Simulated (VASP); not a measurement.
```
NaF
1.0
    0.00000     2.33166     2.33166
    2.33166     0.00000     2.33166
    2.33166     2.33166     0.00000
Na F
1 1
Direct
  0.00000   0.00000   0.00000
  0.50000   0.50000   0.50000
```

Computed with r2SCAN meta-GGA, VASP's PBE PAW potentials (set 64) (plane waves; VASP). Numerical set-up: 600 eV cut-off, 10×10×10 Γ-centred mesh, Gaussian smearing of 0.050 eV, potentials Na_pv F.

Task: What does the run give for the energy per atom (σ→0), pressure, band gap (on the k-mesh) with the smallest direct gap where there is one?

Result: 
```json
{
 "band gap (on the k-mesh)": "7.07 eV",
 "smallest direct gap (on the k-mesh)": "7.07 eV",
 "energy per atom (σ→0)": "-6.298 eV/atom",
 "pressure": "-2.90 GPa"
}
```

Only differences to runs with the same potentials and settings are physical.

The compound is NaF in the rock salt structure. This cell was strained or had an atom moved on purpose.
